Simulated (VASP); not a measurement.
Output of a VASP run:

File OSZICAR:
```
       N       E                     dE             d eps       ncg     rms          rms(c)
DAV:   1    -0.444168909919E+03   -0.44417E+03   -0.76570E+00   318   0.794E+00    0.164E+00
DAV:   2    -0.444231751905E+03   -0.62842E-01   -0.15367E-01   341   0.925E-01    0.104E+00
DAV:   3    -0.444219761122E+03    0.11991E-01   -0.92591E-03   356   0.236E-01    0.774E-01
DAV:   4    -0.444271154083E+03   -0.51393E-01   -0.57442E-03   356   0.229E-01    0.142E+00
DAV:   5    -0.444417664167E+03   -0.14651E+00   -0.19838E-02   397   0.533E-01    0.119E+00
DAV:   6    -0.444412035364E+03    0.56288E-02   -0.11748E-02   356   0.355E-01    0.739E-01
DAV:   7    -0.444406778225E+03    0.52571E-02   -0.40798E-03   356   0.196E-01    0.429E-01
DAV:   8    -0.444405068877E+03    0.17093E-02   -0.21723E-03   356   0.161E-01    0.233E-01
DAV:   9    -0.444404671459E+03    0.39742E-03   -0.11106E-03   356   0.968E-02    0.132E-01
DAV:  10    -0.444404569879E+03    0.10158E-03   -0.52132E-04   356   0.527E-02    0.817E-02
DAV:  11    -0.444404572295E+03   -0.24165E-05   -0.38197E-04   356   0.341E-02    0.611E-02
DAV:  12    -0.444404586439E+03   -0.14143E-04   -0.27033E-04   332   0.342E-02    0.500E-02
DAV:  13    -0.444404607255E+03   -0.20817E-04   -0.21122E-04   332   0.241E-02    0.437E-02
DAV:  14    -0.444404622939E+03   -0.15683E-04   -0.15886E-04   213   0.113E-02    0.397E-02
DAV:  15    -0.444404634609E+03   -0.11671E-04   -0.12948E-04   220   0.123E-02    0.363E-02
DAV:  16    -0.444404642878E+03   -0.82687E-05   -0.10016E-04   228   0.144E-02    0.326E-02
DAV:  17    -0.444404649129E+03   -0.62508E-05   -0.75649E-05   212   0.122E-02
   1 F= -.44440465E+03 E0= -.44440465E+03  d E =-.518881E-08
```

File OUTCAR:
```
------------------------ aborting loop because EDIFF is reached ----------------------------------------
  volume of cell :      611.30
      direct lattice vectors                 reciprocal lattice vectors
     8.486959016  0.000000000  0.000000000     0.117827834  0.000000000  0.000000000
     0.000000000  8.486959016  0.000000000     0.000000000  0.117827834  0.000000000
     0.000000000  0.000000000  8.486959016     0.000000000  0.000000000  0.117827834
  FREE ENERGIE OF THE ION-ELECTRON SYSTEM (eV)
  ---------------------------------------------------
  free  energy   TOTEN  =      -444.4046491290 eV

  energy  without entropy=     -444.4046491238  energy(sigma->0) =     -444.40464913

  exchange ACFDT corr.  =         0.00000000  see jH, gK, PRB 81, 115126
```
(Selected blocks of OUTCAR.)

**POSCAR**
```
Mg31O32
1
    8.4869590160     0.0000000000     0.0000000000
    0.0000000000     8.4869590160     0.0000000000
    0.0000000000     0.0000000000     8.4869590160
Mg O
31 32
Direct
  0.4999016590   0.9997471528   0.9999566400
  0.7487733407   0.2508512077   0.0004588763
  0.7489058144   0.9997858177   0.2512111036
  0.9998910327   0.9998705733   0.0001055953
  0.2508400021   0.2506838089   0.0003946333
  0.4997601459   0.4997535096   0.0003778414
  0.7488351285   0.7488080238   0.0001529781
  0.2507951551   0.9995121387   0.2510845599
  0.4997204819   0.2555426839   0.2564453438
  0.7433638429   0.4996214126   0.2568578520
  0.4998999465   0.9994119502   0.5001341431
  0.7437976496   0.2555618581   0.5005602070
  0.7488397749   0.9996877156   0.7492330783
  0.9996722845   0.4998715118   0.0004267325
  0.2508279741   0.7487700732   0.0000029479
  0.9997582097   0.2507822253   0.2513825414
  0.2557875595   0.4995900308   0.2563529174
  0.4998343104   0.7437380744   0.2558716151
  0.0000228939   0.9995923748   0.5001512876
  0.2559206887   0.2555488477   0.5002942172
  0.7438687708   0.7435947348   0.5002073889
  0.2509547765   0.9995778895   0.7490391876
  0.4997458340   0.2559035198   0.7441578351
  0.7437564508   0.4997485630   0.7444808568
  0.9996981136   0.7487022461   0.2511059730
  0.9998467598   0.4996656957   0.5003779567
  0.2561086318   0.7432088483   0.5000164055
  0.9998579188   0.2507142111   0.7493392160
  0.2556677559   0.4995651157   0.7444509689
  0.4998023506   0.7433237660   0.7438625578
  0.9999029860   0.7487824189   0.7490494599
  0.7493890554   0.2501019383   0.2509236129
  0.9996986583   0.4997535378   0.2483696844
  0.9999268111   0.2476044318   0.5004122479
  0.2501590495   0.2499546117   0.2506735400
  0.4996436310   0.4996609214   0.2360984838
  0.7494195311   0.7492993809   0.2505613928
  0.9998273160   0.9997113231   0.2494816888
  0.4998796490   0.2350481007   0.5003429452
  0.7641651147   0.4995700637   0.5006012790
  0.9999541567   0.7515803137   0.5001036466
  0.7494097037   0.2500712995   0.7500375426
  0.9998103764   0.4997021316   0.7524314513
  0.9997751075   0.2492151670   0.0003476733
  0.2501730362   0.7492342803   0.2504097388
  0.4998637910   0.9996369942   0.2479977195
  0.2355060480   0.4994301846   0.5003301497
  0.4999301353   0.7637727257   0.4998631526
  0.7520366977   0.9995288382   0.5002581679
  0.2502503430   0.2499766523   0.7499718017
  0.4997041283   0.4995781066   0.7647413062
  0.7494422385   0.7493071853   0.7497730226
  0.9999445817   0.9997373589   0.7507976943
  0.4998073647   0.2477218293   0.0003467193
  0.7517319778   0.4997863441   0.0004493795
  0.9998004409   0.7504947241   0.0000787411
  0.2479263231   0.9994595183   0.5000688126
  0.2502578886   0.7491770753   0.7496268799
  0.4998606967   0.9994950309   0.7521007498
  0.2476684791   0.4997367494   0.0003723214
  0.4998526901   0.7517227642   0.0000974095
  0.7505349642   0.9998552900   0.0001881258
  0.2492297708   0.9996681269   0.0000670019
```

Problem. Write an INCAR and KPOINTS that could have produced this output.

Solution. One answer among several that fit: the input of the run itself, HSE06 screened hybrid, plane waves, VASP's PBE PAW potentials (set 64).

### KPOINTS
```
Regular mesh
0
Gamma
 1 1 1
```

**INCAR**
```
# general
SYSTEM   = Mg31O32
PREC     = Normal
ENCUT    = 400   # plane-wave cut-off (eV)
LREAL    = Auto   # projection in real space or not
LASPH    = .TRUE.
ISYM     = 0

# electronic loop
EDIFF    = 1E-5
NELM     = 50   # most electronic steps
NELMIN   = 4
ALGO     = Normal

# smearing
ISMEAR   = 0   # Gaussian
SIGMA    = 0.05

# functional
GGA      = PE
LHFCALC  = .TRUE.
AEXX     = 0.25
HFSCREEN = 0.2
PRECFOCK = Fast

# ions
ISIF     = 0

# output
LWAVE    = .FALSE.
LCHARG   = .FALSE.
```

POTCAR, in this order: Mg O (PBE.64 set). Program: vasp_gam. Read from the step before: WAVECAR.

The supercell is sampled at Γ alone, which is coarse: total energies, pressure and levels can be off, energies of defects by several tenths of an eV.

The cell is a supercell with a defect, built from MgO (rock salt): vac_Mg. The cell's shape comes from a PBE relaxation. The run is not spin-polarised, so no state with unpaired spins was tried.
